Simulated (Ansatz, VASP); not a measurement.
# Cross-check of SnTe between VASP and Ansatz

Wanted: the spread between two codes on one cell, functional and k mesh. Other levels of theory on this material are compared in a session of their own.

Method: plane waves, with VASP 6.6.1 beside it; single point at PBE, spin-orbit coupling, in Ansatz 0.2.0.

### Step 1. The structure

The structure is cubic, space group Fm-3m (No. 225). Conventional cell: a = 6.313 Å, b = 6.313 Å, c = 6.313 Å, α = 90.00°, β = 90.00°, γ = 90.00°. Nearest to Sn lie 6 Te at 3.16 Å. Te has 6 Sn at 3.16 Å nearest. Farther neighbours and most contacts between anions are not listed.

As a file:

```
Sn Te
1.0
     0.00000    3.15650    3.15650
     3.15650    0.00000    3.15650
     3.15650    3.15650    0.00000
Sn Te
1 1
Cartesian
  0.0000 0.0000 0.0000
  3.1565 3.1565 3.1565
```

### Step 2. VASP: single point, PBE, spin-orbit coupling

A single point gives forces, pressure and levels at one fixed geometry, so differences don't come from the geometry; what else differs is listed under the comparison.

Lines of VASP's logs that name or quote its potential files are left out, and so is its time.

INCAR reads:

```
SYSTEM = SnTe
PREC = Accurate
ENCUT = 400
EDIFF = 1E-06
NELM = 100
ISMEAR = -5
SIGMA = 0.05
LREAL = .FALSE.
ALGO = Normal
GGA = PE
LNONCOLLINEAR = .TRUE.
MAGMOM = 0 0 0 0 0 0
NBANDS = 32
GGA_COMPAT = .FALSE.
LASPH = .TRUE.
LSORBIT = .TRUE.
LORBIT = 11
LWAVE = .FALSE.
LCHARG = .FALSE.
KPAR = 2
NEDOS = 2001
```

POSCAR reads:

```
SnTe
1.0
    0.0000000000      3.1565000000      3.1565000000
    3.1565000000      0.0000000000      3.1565000000
    3.1565000000      3.1565000000      0.0000000000
Sn Te
1 1
Direct
    0.0000000000      0.0000000000      0.0000000000
    0.5000000000      0.5000000000      0.5000000000
```

KPOINTS reads:

```
Automatic mesh
0
Gamma
6 6 6
0 0 0
```

The projector-augmented-wave data sets are Sn_d and Te (PBE family, release 64).

The run is started by

```sh
mpirun -np 2 vasp_ncl
```

Numbers of over 12 decimals in the logs are rounded to 6 here.

Output:

```text
[banner, memory and clock lines left out]
running    2 mpi-ranks, on    1 nodes
 distrk:  each k-point on    1 cores,    2 groups
 distr:  one band on    1 cores,    1 groups

 POSCAR found type information on POSCAR SnTe
 POSCAR found :  2 types and       2 ions
 LDA part: xc-table for (Slater+PW92), standard interpolation
 POSCAR, INCAR and KPOINTS ok, starting setup
 FFT: planning ... GRIDC
 FFT: planning ... GRID_SOFT
 FFT: planning ... GRID
 WAVECAR not read
 entering main loop
       N       E                     dE             d eps       ncg     rms          rms(c)
DAV:   1     0.158178477552E+03    0.15818E+03   -0.78761E+03  1064   0.124E+03
DAV:   2     0.127691305017E+02   -0.14541E+03   -0.13999E+03  1056   0.374E+02
DAV:   3    -0.686526706880E+01   -0.19634E+02   -0.19358E+02  1248   0.123E+02
DAV:   4    -0.771281304089E+01   -0.84755E+00   -0.84673E+00  1192   0.282E+01
DAV:   5    -0.774620370513E+01   -0.33391E-01   -0.33389E-01  1512   0.549E+00    0.553E+00
DAV:   6    -0.769360531460E+01    0.52598E-01   -0.10252E-01  1320   0.254E+00    0.352E+00
DAV:   7    -0.769393749163E+01   -0.33218E-03   -0.39352E-02  1392   0.102E+00    0.182E+00
DAV:   8    -0.769531114909E+01   -0.13737E-02   -0.20993E-03  1184   0.302E-01    0.439E-01
DAV:   9    -0.769523384573E+01    0.77303E-04   -0.12780E-03  1352   0.318E-01    0.139E-01
DAV:  10    -0.769534592896E+01   -0.11208E-03   -0.19856E-04  1144   0.901E-02    0.336E-02
DAV:  11    -0.769535370890E+01   -0.77799E-05   -0.86246E-06  1336   0.250E-02    0.171E-02
DAV:  12    -0.769535911449E+01   -0.54056E-05   -0.76199E-06   960   0.149E-02    0.130E-02
DAV:  13    -0.769536002761E+01   -0.91312E-06   -0.43659E-07   800   0.811E-03
   1 F= -.76953600E+01 E0= -.76953600E+01  d E =0.000000E+00  mag=     0.0000    -0.0000     0.0000
```

Parts of OUTCAR (step 2):

```text
ion  position               nearest neighbor table
   1  0.000  0.000  0.000-   2 3.16   2 3.16   2 3.16   2 3.16   2 3.16   2 3.16
   2  0.500  0.500  0.500-   1 3.16   1 3.16   1 3.16   1 3.16   1 3.16   1 3.16

  LATTYP: Found a face centered cubic cell.
 ALAT       =     6.3130000000

 Subroutine GETGRP returns: Found 48 space group operations
 (whereof 48 operations were pure point group operations)

The static configuration has the point symmetry O_h .

 Found     16 irreducible k-points:

   k-points           NKPTS =     16   k-points in BZ     NKDIM =     16   number of bands    NBANDS=     32

   dimension x,y,z NGX =    30 NGY =   30 NGZ =   30
   dimension x,y,z NGXF=    60 NGYF=   60 NGZF=   60

   ENCUT  =  400.0 eV  29.40 Ry    5.42 a.u.   7.28  7.28  7.28*2*pi/ulx,y,z

   NELECT =      20.0000    total number of electrons

 k-points in reciprocal lattice and weights: Automatic mesh
   0.00000000  0.00000000  0.00000000       0.005
   0.16666667  0.00000000  0.00000000       0.037
   0.33333333  0.00000000  0.00000000       0.037
   0.50000000  0.00000000  0.00000000       0.019
   0.16666667  0.16666667  0.00000000       0.028
   0.33333333  0.16666667  0.00000000       0.111
   0.50000000  0.16666667  0.00000000       0.111
  -0.33333333  0.16666667  0.00000000       0.111
  -0.16666667  0.16666667  0.00000000       0.056
[...]
-0.33333333  0.33333333  0.16666667       0.111
  -0.33333333  0.50000000  0.16666667       0.056

 average (electrostatic) potential at core
       1-100.6462       2 -87.8394

 E-fermi :   6.7902

 k-point     1 :       0.0000    0.0000    0.0000
  band No.  band energies     occupation
    ...
     16       4.2057      1.00000
     17       5.0180      1.00000
     18       5.0180      1.00000
     19       5.0180      1.00000
     20       5.0180      1.00000
     21       9.6716      0.00000
     22       9.6716      0.00000
     23      10.4910      0.00000
     24      10.4910      0.00000
     25      10.4910      0.00000
    ...

 k-point     2 :       0.1667    0.0000    0.0000
  band No.  band energies     occupation
    ...
     16       4.4223      1.00000
     17       5.0554      1.00000
     18       5.0554      1.00000
     19       5.5908      1.00000
     20       5.5908      1.00000
     21       8.7669      0.00000
     22       8.7669      0.00000
     23       9.3901      0.00000
     24       9.3901      0.00000
     25       9.4101      0.00000
    ...

 k-point     3 :       0.3333    0.0000    0.0000
  band No.  band energies     occupation
    ...
     16       4.6304      1.00000
     17       5.2033      1.00000
     18       5.2033      1.00000
     19       6.3229      1.00000
     20       6.3229      1.00000
     21       7.5245      0.00000
     22       7.5245      0.00000
     23       8.0180      0.00000
     24       8.0180      0.00000
     25       8.0213      0.00000
    ...

  Total        0.7620941      0.7620941      0.7620941      0.0000000      0.0000000      0.0000000
  in kB       19.4120671     19.4120671     19.4120671      0.0000000      0.0000000      0.0000000
  external PRESSURE =      19.4120671 kB  Pullay stress =       0.0000000 kB

  energy-cutoff  :      400.00
  volume of cell :       62.90
      direct lattice vectors                 reciprocal lattice vectors
     0.000000000  3.156500000  3.156500000    -0.158403295  0.158403295  0.158403295
     3.156500000  0.000000000  3.156500000     0.158403295 -0.158403295  0.158403295
     3.156500000  3.156500000  0.000000000     0.158403295  0.158403295 -0.158403295

 POSITION                                       TOTAL-FORCE (eV/Angst)
 -----------------------------------------------------------------------------------
      0.00000      0.00000      0.00000        -0.000000      0.000000     -0.000000
      3.15650      3.15650      3.15650         0.000000     -0.000000      0.000000
 -----------------------------------------------------------------------------------
    total drift:                               -0.000000      0.000000      0.000000

  FREE ENERGIE OF THE ION-ELECTRON SYSTEM (eV)
  ---------------------------------------------------
  free  energy   TOTEN  =        -7.6953600276 eV

  energy  without entropy=       -7.6953600276  energy(sigma->0) =       -7.69536003

 Spin-Orbit-Coupling matrix elements
 Ion:    1  E_soc:     -0.0990832
 Ion:    2  E_soc:     -0.2018603

 total charge
# of ion       s       p       d       tot
------------------------------------------
    1        1.361   0.743   9.983  12.087
    2        1.389   1.961   0.030   3.379
--------------------------------------------------
tot          2.749   2.704  10.013  15.466

 magnetization (x)
# of ion       s       p       d       tot
------------------------------------------
    1       -0.000   0.000  -0.000  -0.000
    2        0.000   0.000   0.000   0.000
--------------------------------------------------
tot         -0.000   0.000  -0.000  -0.000

 magnetization (y)
# of ion       s       p       d       tot
------------------------------------------
    1       -0.000   0.000   0.000  -0.000
    2        0.000   0.000   0.000   0.000
--------------------------------------------------
tot         -0.000   0.000   0.000  -0.000

 magnetization (z)
# of ion       s       p       d       tot
------------------------------------------
    1        0.000   0.000  -0.000  -0.000
    2        0.000  -0.000   0.000  -0.000
--------------------------------------------------
tot          0.000  -0.000  -0.000  -0.000

[... 3 further parts left out ...]
```

The run ends at a pressure of 1.94 GPa.

### Step 3. Ansatz: single point, PBE, spin-orbit coupling

Ansatz runs on its fully relativistic PAW (standard-fr) files.

The same cell, functional, mesh and smearing now go to Ansatz, which takes its cutoff from its data sets.

input.yaml reads:

```yaml
crystal:
  lattice:
    - [0.0, 3.1565, 3.1565]
    - [3.1565, 0.0, 3.1565]
    - [3.1565, 3.1565, 0.0]
  atoms:
    - { symbol: Sn, position: [0.0, 0.0, 0.0] }
    - { symbol: Te, position: [0.5, 0.5, 0.5] }
hamiltonian:
  xc: pbe
  pseudopotentials: { kind: paw_fr }
magnetization:
  noncollinear: true
  spin_orbit: true
kpoints:
  mp_grid: { grid: [6, 6, 6] }
scf:
  occupations: { method: tetrahedron }
output:
  forces: true
  stress: true
```

The run is started by

```sh
ansatz run input.yaml --threads 2 --pin off --max-ram 4608MiB --backend cpu --events-out ev --progress --plain --runs-dir out
```

Output:

```text
Warning: output.forces, output.stress, relax.cell or npt_langevin: where a Kohn–Sham band that disperses or a degenerate level is filled in part under the method tetrahedron, the forces or the stress that this run publishes need not agree with its energy (scf.occupations.method in the input reference, under Limitations); prefer a smearing scheme for the forces or the stress
Engine: ansatz 0.2.0, x86_64-unknown-linux-gnu
Pseudopotentials: kind: paw_fr
Pseudopotential: Sn, paw_fr, valence charge 14, recommended cutoff 420 eV (normal), Sn.paw.azcp#standard-fr
Pseudopotential: Te, paw_fr, valence charge 16, recommended cutoff 420 eV (normal), Te.paw.azcp#standard-fr
Functional definition: PBE
  parameter kappa = 0.804
  parameter beta = 0.066725
  exchange = pbe_x(kappa = kappa, mu = beta*pi^2/3)
  correlation = pbe_c(beta = beta)
non-collinear run that drives no moment, with spin-orbit: no starting moment large enough to seed its density (crystal.atoms[].spin), no starting occupations that ask for one, no magnetisation constraint and no magnetic field, so the semilocal B_xc is pinned to zero
Crystal: 2 atoms, lattice volume = 62.900 Å³
Basis set: ecut = 420 eV, 1243 PW (Γ), exchange–correlation on 60×60×60 points (8 copies of the dense FFT grid, shifted against one another)
Bands: 38, of which v1, the nominal top of the filled ones, is band 30 counted from 1 (29 counted from 0)
Symmetry: 48 space group operations + 48 with time reversal
Magnetic group: BNS 225.117 (UNI 1619), of the structure as read, at distance tolerance 4.0e-5 Å
k-points: 16 of 216
Projection manifold: j_resolved (fully-relativistic pseudo-atomic orbitals)
Non-local potential: Sn, projectors of the file, l = 0: 2, l = 1: 4, l = 2: 4, l = 3: 4
Non-local potential: Te, projectors of the file, l = 0: 2, l = 1: 4, l = 2: 4, l = 3: 4
PAW form: soft (Blöchl's): semilocal exchange-correlation on the pseudo side does not see the compensation charge
PAW one-centre angular grid: Sn, 590 points (default); XC on 64 Gauss nodes
PAW one-centre angular grid: Te, 590 points (default); XC on 64 Gauss nodes
Initial density: superposition of atomic densities (chi_scale 0.1, normalization cell, long waves kept (reshape's long-wave potential 0.00 eV rms))
Initial wavefunctions: pseudopotential atomic-orbital guess
Functional: x = pbe(κ = 0.804, μ = 0.219515), c = pbe(β = 0.066725)
SCF iter   1: F=—  HF=-13009.582549 eV  |F-HF|=—  |Δ(HF+E_count)|=         —  Δρ=1.13e-2  dr2=8.45e-2  dr2_m=0.00e0 (ungated)  ethr=3.10e-3  |M|=0.00e0 ∫|m|=0.00e0 μB  |m|>n=0.0e0 m-floor=0.0e0 τ_xc=0.0e0  β_m=0.30  ⟨swp⟩=10.2  Hψ=1720  notcnv=0  defer=2
preconditioner: auto → none  [insulator: Δε(μ)=0.227 eV  Ē_g=8.670 eV  n_scr=14 (ndim 8)  ℏωp=14.8 eV  f_vac=0.000  ε∞_Penn≈3.9]
SCF iter   2: F=—  HF=-13009.577522 eV  |F-HF|=—  |Δ(HF+E_count)|=   5.03e-3  Δρ=7.49e-3  dr2=3.19e-2  dr2_m=0.00e0 (ungated)  ethr=2.82e-4  |M|=0.00e0 ∫|m|=0.00e0 μB  |m|>n=0.0e0 m-floor=0.0e0 τ_xc=0.0e0  β_m=0.52  ⟨swp⟩=2.0  Hψ=409  notcnv=0  defer=34
SCF iter   3: F=—  HF=-13009.580229 eV  |F-HF|=—  |Δ(HF+E_count)|=   2.71e-3  Δρ=1.68e-3  dr2=1.99e-3  dr2_m=0.00e0 (ungated)  ethr=1.06e-4  |M|=0.00e0 ∫|m|=0.00e0 μB  |m|>n=0.0e0 m-floor=0.0e0 τ_xc=0.0e0  β_m=0.52  ⟨swp⟩=2.9  Hψ=564  notcnv=0  defer=40
SCF iter   4: F=—  HF=-13009.580387 eV  |F-HF|=—  |Δ(HF+E_count)|=   1.58e-4  Δρ=4.49e-4  dr2=8.78e-5  dr2_m=0.00e0 (ungated)  ethr=6.64e-6  |M|=0.00e0 ∫|m|=0.00e0 μB  |m|>n=0.0e0 m-floor=0.0e0 τ_xc=0.0e0  β_m=0.65  ⟨swp⟩=2.8  Hψ=433  notcnv=0  defer=40
SCF iter   5: F=—  HF=-13009.580410 eV  |F-HF|=—  |Δ(HF+E_count)|=   2.34e-5  Δρ=9.17e-5  dr2=4.29e-6  dr2_m=0.00e0 (ungated)  ethr=2.93e-7  |M|=0.00e0 ∫|m|=0.00e0 μB  |m|>n=0.0e0 m-floor=0.0e0 τ_xc=0.0e0  β_m=0.56  ⟨swp⟩=3.0  Hψ=610  notcnv=0  defer=40
SCF iter   6: F=—  HF=-13009.580408 eV  |F-HF|=—  |Δ(HF+E_count)|=   2.84e-6  Δρ=3.01e-5  dr2=3.24e-7  dr2_m=0.00e0 (ungated)  ethr=1.43e-8  |M|=0.00e0 ∫|m|=0.00e0 μB  |m|>n=0.0e0 m-floor=0.0e0 τ_xc=0.0e0  β_m=0.78  ⟨swp⟩=3.0  Hψ=528  notcnv=0  defer=40
SCF iter   7: F=-13009.580408 eV  HF=-13009.580408 eV  |F-HF|=1.94e-8  |Δ(HF+E_count)|=   4.96e-8  Δρ=7.03e-6  dr2=2.78e-8  dr2_m=0.00e0 (ungated)  ethr=3.33e-10  |M|=0.00e0 ∫|m|=0.00e0 μB  |m|>n=0.0e0 m-floor=0.0e0 τ_xc=0.0e0  ⟨swp⟩=8.2  Hψ=1250  notcnv=0
SCF 1 converged in 7 iterations: F = -13009.580408 eV  dr2 = 2.78e-8
  greatest PAW one-centre occupation: 0.997 electrons in one spin orbital (limit 2), on the Te atom at site 1 (counted from 0), in its partial waves of l = 2
SCF converged after 7 iterations
Stability not checked: this state was not tested for a lower state beside it, because cold or Methfessel-Paxton smearing, or corrected tetrahedra, fill the levels in a way that the test cannot read (fill_not_monotonic; see scf.lower_state_search)
Magnetization: |M| = 0.0000 μB,  M = (+0.0000, +0.0000, +0.0000) μB
Absolute magnetization: 0.0000 μB (∫|m|)
  site 0: m = (+0.0000, +0.0000, +0.0000) μB, |m| = 0.0000 μB  (R = 1.30 Å)
  site 1: m = (+0.0000, +0.0000, +0.0000) μB, |m| = 0.0000 μB  (R = 1.30 Å)
Free energy (F): -13009.580408 eV
Harris-Foulkes:  -13009.580408 eV  (|F-HF|=1.94e-8)
Internal energy: -13009.580408 eV  (E = F + TS)
E sigma→0 (E₀):  -13009.580408 eV
Fermi energy:    9.491000 eV
--- Per-component energies (eV) ---
  E_band       = -355.181385
  E_kinetic    = 366.442146
  E_local      = -2161.367858  (includes V_loc(G=0)·N_el)
  E_nonlocal   = -342.333464
  E_hartree    = 1356.912813
  E_xc         = -508.089998
  E_vxc        = -201.096948  (∫ρ·V_xc dr)
  E_paw        = -8800.889853  (= ΣΔE_a)
  E_vpaw       = -730.640586  (= ΣTr[D̂ρ^β])
  E_aug_tail   = -0.000172  (compensation charges beyond the density's cutoff)
  E_ewald      = -2920.254022
  E_smearing   = -0.000000  (= −TS)
  E_closure    = 0.000000  (closes the sum)
  Σ components = -13009.580408   (vs F -13009.580408, Δ=0.00e0)
--- Forces (eV/Å), atoms counted from 1 ---
  atom   1  Sn     0.00000000    -0.00000000     0.00000000
  atom   2  Te     0.00000000     0.00000000     0.00000000
  max |Σ_I F_I| component: 8.10e-29 eV/Å
--- Stress (GPa, compression-positive) ---
        1.964554       0.000000      -0.000000
       -0.000000       1.964554       0.000000
        0.000000       0.000000       1.964554
  P = ⅓ Tr σ = 1.9646 GPa (19.646 kbar)
--- Band table (eV; the first three rows and the last of 16) ---
  k-point 0: bands = [... 26 lower, 7.7364, 7.7364, 7.7364, 7.7364, 12.3639, 12.3639, 13.2079, 13.2079, ... 4 higher]
  k-point 1: bands = [... 26 lower, 7.7737, 7.7737, 8.3078, 8.3078, 11.4660, 11.4660, 12.1117, 12.1117, ... 4 higher]
  k-point 2: bands = [... 26 lower, 7.9214, 7.9214, 9.0396, 9.0396, 10.2286, 10.2286, 10.7390, 10.7390, ... 4 higher]
  k-point 15: bands = [... 26 lower, 5.2576, 5.2576, 7.7195, 7.7195, 11.6704, 11.6704, 13.0702, 13.0702, ... 4 higher]
```

The job ended after 2.2 s (2 threads of Intel Xeon Platinum 8375C at 2.90GHz (Ice Lake), shared host; peak memory 0.56 GiB).

The run ends at a pressure of 1.96 GPa.

### Step 4. Comparison

Known differences besides the potentials themselves: spin-orbit coupling enters by fully relativistic files in Ansatz and inside the spheres in VASP; the data sets hold 30 valence electrons in Ansatz (fully relativistic PAW (standard-fr) files) and 20 in VASP; the cutoff is 420 eV in Ansatz and 400 eV in VASP. Total energies have different zeros and are not compared.

Both answers:

```tsv
quantity	Ansatz	VASP	difference
pressure (GPa)	1.96	1.94	+0.02
gap on the k mesh (eV)	0.244	0.237	+0.007
```

A gap on the mesh is an upper bound, since the band edges may lie between its points. Ansatz's pressure holds a Pulay correction of 0.03 GPa; VASP's holds none.

### Step 5. Outcome

* difference in gap on the k mesh (single point, PBE, spin-orbit coupling): 0.0069 eV

What this shows: The difference in gap on the k mesh is 0.0069 eV (single point, PBE, spin-orbit coupling), within the 0.08 eV picked in this series as the mark of a large difference. 3 further runs of this series are not shown here. How closely two codes agree says nothing of how well the functional describes the real material.

[Lines on the potential files, build, host, timing and source positions are cut from VASP's logs without a mark.]

[Logs are printed without paths, hosts, clocks, repeated set-up lines and the standing remarks that a program may print on its own settings, such as how far it seeks lower states.]

[Hosts, paths, dates, database ids (printed as entryN), source tags and the programs' standing remarks are cut or masked in the printed files.]
